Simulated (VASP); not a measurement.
ZrB2 (AlB2 type) is relaxed at rising pressure, each step from the one before. Symmetry mostly holds the structure type, and other phases were not tried. The mesh follows the cell, and a change of mesh leaves a small step in the series.

Given:

```
CELL_PARAMETERS angstrom
      1.57737    -2.73208     0.00000
      1.57737     2.73208     0.00000
      0.00000     0.00000     3.51197
ATOMIC_POSITIONS crystal
  Zr 0.00000 0.00000 0.00000
  B  0.33333 0.66667 0.50000
  B  0.66667 0.33333 0.50000
```

These are PBEsol GGA, VASP's PBE PAW potentials (set 64) (plane waves; VASP 6.6.1) values and carry that method's errors. Run with 620 eV cut-off, 11×11×9 Γ-centred mesh, first-order Methfessel-Paxton smearing of 0.10 eV, potentials Zr_sv B.

```json
[
 {"P (GPa)": "0", "V (Å³/atom)": "10.09", "H − H(0) (eV/atom)": "0.000", "space group": "P6/mmm", "gap on the mesh (eV)": "0.00", "k-mesh": "11×11×9"},
 {"P (GPa)": "5", "V (Å³/atom)": "9.89", "H − H(0) (eV/atom)": "0.312", "space group": "P6/mmm", "gap on the mesh (eV)": "0.00", "k-mesh": "11×11×9"},
 {"P (GPa)": "10", "V (Å³/atom)": "[?]", "H − H(0) (eV/atom)": "[?]", "space group": "P6/mmm", "gap on the mesh (eV)": "0.00", "k-mesh": "11×11×9"},
 {"P (GPa)": "20", "V (Å³/atom)": "9.41", "H − H(0) (eV/atom)": "1.215", "space group": "P6/mmm", "gap on the mesh (eV)": "0.00", "k-mesh": "11×11×9"},
 {"P (GPa)": "30", "V (Å³/atom)": "9.14", "H − H(0) (eV/atom)": "1.794", "space group": "P6/mmm", "gap on the mesh (eV)": "0.00", "k-mesh": "11×11×9"},
 {"P (GPa)": "45", "V (Å³/atom)": "[?]", "H − H(0) (eV/atom)": "[?]", "space group": "P6/mmm", "gap on the mesh (eV)": "0.00", "k-mesh": "12×12×9"}
]
```

Problem. Fill in the missing entries.

Solution. 
- 10, V (Å³/atom): 9.72
- 10, H − H(0) (eV/atom): 0.618
- 45, V (Å³/atom): 8.79
- 45, H − H(0) (eV/atom): 2.633

Pressures at which the relaxation failed are left out.

The compound is ZrB2 in the AlB2 type structure.
